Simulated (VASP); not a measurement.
Output of a VASP run:

File OSZICAR:
```
       N       E                     dE             d eps       ncg     rms          rms(c)
DAV:   1     0.794009931845E+02    0.79401E+02   -0.59859E+03  1034   0.107E+03
DAV:   2    -0.213602415769E+02   -0.10076E+03   -0.98875E+02  1051   0.396E+02
DAV:   3    -0.250605378603E+02   -0.37003E+01   -0.34675E+01  1629   0.712E+01
DAV:   4    -0.251490601704E+02   -0.88522E-01   -0.86727E-01  1617   0.827E+00
DAV:   5    -0.251522233381E+02   -0.31632E-02   -0.31580E-02  1404   0.143E+00    0.989E+00
DAV:   6    -0.207388838404E+02    0.44133E+01   -0.67412E+00  1622   0.439E+01    0.283E+00
DAV:   7    -0.209692301937E+02   -0.23035E+00   -0.47050E-01  1436   0.693E+00    0.182E+00
DAV:   8    -0.205693538034E+02    0.39988E+00   -0.54263E-01  1266   0.873E+00    0.922E-01
DAV:   9    -0.209353427069E+02   -0.36599E+00   -0.52320E-01  1224   0.823E+00    0.281E-01
DAV:  10    -0.209131798833E+02    0.22163E-01   -0.10544E-01  1094   0.313E+00    0.187E-01
DAV:  11    -0.209173882847E+02   -0.42084E-02   -0.57687E-03  1729   0.756E-01    0.133E-01
DAV:  12    -0.209182168767E+02   -0.82859E-03   -0.29780E-03  1795   0.624E-01    0.172E-01
DAV:  13    -0.209172876859E+02    0.92919E-03   -0.62118E-03  1518   0.104E+00    0.861E-02
DAV:  14    -0.209171014006E+02    0.18629E-03   -0.67886E-04  1716   0.373E-01    0.415E-02
DAV:  15    -0.209176310399E+02   -0.52964E-03   -0.18738E-04  1680   0.198E-01    0.383E-02
DAV:  16    -0.209181890349E+02   -0.55799E-03   -0.86397E-04  1124   0.226E-01    0.146E-02
DAV:  17    -0.209182061667E+02   -0.17132E-04   -0.27813E-05  1661   0.603E-02    0.171E-02
DAV:  18    -0.209182051844E+02    0.98230E-06   -0.71702E-07   869   0.763E-03
   1 F= -.20918205E+02 E0= -.20918895E+02  d E =-.209182E+02
       N       E                     dE             d eps       ncg     rms          rms(c)
DAV:   1    -0.209193870992E+02   -0.11809E-02   -0.35165E-02  1191   0.329E+00    0.268E-01
DAV:   2    -0.209183051242E+02    0.10820E-02   -0.30947E-03  1537   0.103E+00    0.664E-02
DAV:   3    -0.209182827734E+02    0.22351E-04   -0.25699E-04  1909   0.212E-01    0.265E-02
DAV:   4    -0.209182248371E+02    0.57936E-04   -0.19928E-04  1359   0.110E-01    0.141E-02
DAV:   5    -0.209182548783E+02   -0.30041E-04   -0.38914E-05  1272   0.681E-02    0.867E-03
DAV:   6    -0.209182457252E+02    0.91531E-05   -0.20186E-05  1811   0.534E-02    0.712E-03
DAV:   7    -0.209182524505E+02   -0.67253E-05   -0.60991E-06  1252   0.333E-02    0.164E-03
DAV:   8    -0.209182508151E+02    0.16353E-05   -0.23294E-07   631   0.747E-03    0.163E-03
DAV:   9    -0.209182513110E+02   -0.49580E-06   -0.45100E-08   610   0.416E-03
   2 F= -.20918251E+02 E0= -.20918949E+02  d E =-.461265E-04
       N       E                     dE             d eps       ncg     rms          rms(c)
DAV:   1    -0.209183465455E+02   -0.95730E-04   -0.27031E-03  1186   0.911E-01    0.715E-02
DAV:   2    -0.209182606769E+02    0.85869E-04   -0.23420E-04  1537   0.282E-01    0.184E-02
DAV:   3    -0.209182584985E+02    0.21784E-05   -0.20543E-05  1885   0.620E-02    0.794E-03
DAV:   4    -0.209182577340E+02    0.76446E-06   -0.16763E-05  1634   0.297E-02    0.404E-03
DAV:   5    -0.209182591028E+02   -0.13687E-05   -0.29622E-06  1410   0.174E-02    0.234E-03
DAV:   6    -0.209182598837E+02   -0.78093E-06   -0.69927E-07   598   0.121E-02
   3 F= -.20918260E+02 E0= -.20918956E+02  d E =-.546993E-04
```

### OUTCAR
```
------------------------ aborting loop because EDIFF is reached ----------------------------------------
  FORCE on cell =-STRESS in cart. coord.  units (eV):
  Direction    XX          YY          ZZ          XY          YZ          ZX
  --------------------------------------------------------------------------------------
  Total        0.0024548      0.0024548      0.0024548      0.0000000     -0.0000000      0.0000000
  in kB        0.0957427      0.0957427      0.0957427      0.0000000     -0.0000000      0.0000000
  external PRESSURE =       0.0957427 kB  Pullay stress =       0.0000000 kB
  volume of cell :       41.08
      direct lattice vectors                 reciprocal lattice vectors
     0.000000000  2.738596612  2.738596612    -0.182575264  0.182575264  0.182575264
     2.738596612  0.000000000  2.738596612     0.182575264 -0.182575264  0.182575264
     2.738596612  2.738596612 -0.000000000     0.182575264  0.182575264 -0.182575264
 POSITION                                       TOTAL-FORCE (eV/Angst)
 -----------------------------------------------------------------------------------
      0.00000      0.00000      0.00000         0.000000      0.000000     -0.000000
      2.73860      2.73860      2.73860        -0.000000     -0.000000      0.000000
 -----------------------------------------------------------------------------------
    total drift:                               -0.000000      0.000000      0.000000
  FREE ENERGIE OF THE ION-ELECTRON SYSTEM (eV)
  ---------------------------------------------------
  free  energy   TOTEN  =       -20.9182598837 eV

  energy  without entropy=      -20.9203480272  energy(sigma->0) =      -20.91895593

 reached required accuracy - stopping structural energy minimisation
```
(Selected blocks of OUTCAR.)

### POSCAR
```
ScSi
1
   -0.0000000000     2.7364538968     2.7364538968
    2.7364538968     0.0000000000     2.7364538968
    2.7364538968     2.7364538968     0.0000000000
Sc Si
1 1
Direct
  0.0000000000   0.0000000000   1.0000000000
  0.5000000000   0.5000000000   0.5000000000
```

Question: Write an INCAR and KPOINTS that could have produced this output.

Answer: Several could match; the one computed here: the input of the run itself, r2SCAN meta-GGA, plane waves, VASP's PBE PAW potentials (set 64).

KPOINTS:
```
K-points
0
Gamma
 10 10 10
0 0 0
```

INCAR:
```
SYSTEM = ScSi
PREC = Accurate
ENCUT = 400
EDIFF = 1E-6
NELM = 100
ALGO = Normal
LREAL = .FALSE.
LASPH = .TRUE.
ISMEAR = 1
SIGMA = 0.1
METAGGA = R2SCAN
LMIXTAU = .TRUE.
LMAXMIX = 4
LWAVE = .FALSE.
LCHARG = .FALSE.
IBRION = 2
ISIF = 3
NSW = 60
EDIFFG = -0.01
```

POTCAR, in this order: Sc_sv Si (PBE.64 set). Program: vasp_std.

The structure was generated: ScSi was put into the rock salt type (Fm-3m), which need not be its known phase. This run relaxes it. Symmetry was kept, so distortions that lower it aren't found. The start is the result of an earlier pass. The electron count is odd and the run is not spin-polarised, which forces a metal.
